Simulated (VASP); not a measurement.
All values below come from revTPSS meta-GGA, VASP's PBE PAW potentials (set 64) (plane waves; VASP).

A VASP calculation is set up with these files.

### INCAR
```
# general
SYSTEM  = CoGa
PREC    = Accurate
ENCUT   = 520
LREAL   = .FALSE.
LASPH   = .TRUE.

# electronic loop
EDIFF   = 1E-6
NELM    = 100
ALGO    = Normal
LMAXMIX = 4
LMIXTAU = .TRUE.

# smearing
ISMEAR  = 1
SIGMA   = 0.1

# functional
METAGGA = RTPSS

# ions
IBRION  = 2
NSW     = 60
ISIF    = 3
EDIFFG  = -0.01

# output
LWAVE   = .FALSE.
LCHARG  = .FALSE.
```

**KPOINTS**
```
Automatic mesh
0
Gamma
12 12 12
0 0 0
```

### POSCAR
```
CoGa
1
    2.8337516039     0.0000000000     0.0000000000
   -0.0000000000     2.8337516039     0.0000000000
   -0.0000000000    -0.0000000000     2.8337516039
Ga Co
1 1
Direct
  0.5000000000   0.5000000000   0.5000000000
  0.0000000000   0.0000000000   0.0000000000
```

POTCAR, in this order: Ga_d Co (PBE.64 set). Program: vasp_std.

What VASP printed:

OSZICAR:
```
       N       E                     dE             d eps       ncg     rms          rms(c)
DAV:   1     0.160834518226E+03    0.16083E+03   -0.15637E+04  2631   0.396E+03
DAV:   2     0.316982261724E+02   -0.12914E+03   -0.12580E+03  2681   0.519E+02
DAV:   3     0.203931114104E+02   -0.11305E+02   -0.11261E+02  3402   0.158E+02
DAV:   4     0.201174110686E+02   -0.27570E+00   -0.27564E+00  3433   0.277E+01
DAV:   5     0.201030217633E+02   -0.14389E-01   -0.14389E-01  4203   0.516E+00    0.705E+00
DAV:   6    -0.593965596592E+01   -0.26043E+02   -0.76971E+01  2882   0.925E+01    0.179E+01
DAV:   7    -0.388877206354E+01    0.20509E+01   -0.29766E+00  3131   0.225E+01    0.123E+01
DAV:   8    -0.228582455860E+01    0.16029E+01   -0.32392E+00  2896   0.242E+01    0.586E+00
DAV:   9    -0.187835763344E+01    0.40747E+00   -0.40969E+00  2701   0.331E+01    0.228E+00
DAV:  10    -0.186253003567E+01    0.15828E-01   -0.12404E-01  2894   0.613E+00    0.193E+00
DAV:  11    -0.185433723646E+01    0.81928E-02   -0.11358E-02  3110   0.157E+00    0.155E+00
DAV:  12    -0.181553155366E+01    0.38806E-01   -0.12928E-01  2649   0.570E+00    0.370E-01
DAV:  13    -0.181595579315E+01   -0.42424E-03   -0.38056E-03  3429   0.578E-01    0.173E-01
DAV:  14    -0.181472611858E+01    0.12297E-02   -0.97510E-04  3695   0.497E-01    0.703E-02
DAV:  15    -0.181581478636E+01   -0.10887E-02   -0.32330E-04  2695   0.242E-01    0.258E-02
DAV:  16    -0.181583552769E+01   -0.20741E-04   -0.30492E-05  3303   0.790E-02    0.274E-02
DAV:  17    -0.181583699956E+01   -0.14719E-05   -0.80634E-06  2905   0.475E-02    0.954E-03
DAV:  18    -0.181583739946E+01   -0.39989E-06   -0.81920E-07  1498   0.126E-02
   1 F= -.18158374E+01 E0= -.18161202E+01  d E =-.181584E+01
```

### OUTCAR
```
------------------------ aborting loop because EDIFF is reached ----------------------------------------
  FORCE on cell =-STRESS in cart. coord.  units (eV):
  Direction    XX          YY          ZZ          XY          YZ          ZX
  --------------------------------------------------------------------------------------
  Total       -0.0091952     -0.0091952     -0.0091952     -0.0000000     -0.0000000     -0.0000000
  in kB       -0.6474237     -0.6474237     -0.6474237     -0.0000000     -0.0000000     -0.0000000
  external PRESSURE =      -0.6474237 kB  Pullay stress =       0.0000000 kB
  volume of cell :       22.76
      direct lattice vectors                 reciprocal lattice vectors
     2.833751604  0.000000000  0.000000000     0.352889081  0.000000000  0.000000000
     0.000000000  2.833751604  0.000000000     0.000000000  0.352889081  0.000000000
     0.000000000  0.000000000  2.833751604     0.000000000  0.000000000  0.352889081
 POSITION                                       TOTAL-FORCE (eV/Angst)
 -----------------------------------------------------------------------------------
      1.41688      1.41688      1.41688         0.000000      0.000000      0.000000
      0.00000      0.00000      0.00000         0.000000      0.000000      0.000000
 -----------------------------------------------------------------------------------
    total drift:                                0.000000      0.000000     -0.000000
  FREE ENERGIE OF THE ION-ELECTRON SYSTEM (eV)
  ---------------------------------------------------
  free  energy   TOTEN  =        -1.8158373995 eV

  energy  without entropy=       -1.8166857688  energy(sigma->0) =       -1.81612019

 reached required accuracy - stopping structural energy minimisation
```
(Selected blocks of OUTCAR.)

OUTCAR:
```
 val. band max:       10.4005106406   @ k =   0.5000   0.3333   0.0833

 cond. band min:      10.4492013182   @ k =   0.5000   0.2500   0.0000


 Fermi energy:        10.4182497383

 k-point     1 :       0.0000    0.0000    0.0000
  band No.  band energies     occupation
      1      -4.9316      2.00000
      2      -4.9316      2.00000
      3      -4.5329      2.00000
      4      -4.5329      2.00000
      5      -4.5329      2.00000
      6      -2.1549      2.00000
      7       7.6185      2.00000
      8       7.6185      2.00000
      9       9.5117      2.00000
     10       9.5117      2.00000
     11       9.5117      2.00000
     12      15.7096      0.00000
     13      15.7096      0.00000
     14      15.7096      0.00000
     15      21.5691      0.00000

 k-point     2 :       0.0833    0.0000    0.0000
  band No.  band energies     occupation
      1      -4.9271      2.00000
      2      -4.9110      2.00000
      3      -4.5404      2.00000
      4      -4.5404      2.00000
      5      -4.5311      2.00000
      6      -2.0190      2.00000
      7       7.5921      2.00000
      8       7.6334      2.00000
      9       9.4167      2.00000
     10       9.4167      2.00000
     11       9.5117      2.00000
     12      14.7237      0.00000
     13      15.9540      0.00000
     14      15.9540      0.00000
     15      21.5896      0.00000

 k-point     3 :       0.1667    0.0000    0.0000
  band No.  band energies     occupation
      1      -4.9149      2.00000
      2      -4.8563      2.00000
      3      -4.5607      2.00000
      4      -4.5607      2.00000
      5      -4.5261      2.00000
      6      -1.6108      2.00000
      7       7.4346      2.00000
      8       7.6745      2.00000
      9       9.1795      2.00000
     10       9.1795      2.00000
     11       9.5117      2.00000
     12      12.9449      0.00000
     13      16.6397      0.00000
     14      16.6397      0.00000
     15      21.6511      0.00000
...
```

The compound is CoGa in the CsCl type structure. It was relaxed first. The start is the result of an earlier pass. The run is not spin-polarised, so no magnetic state was tried.
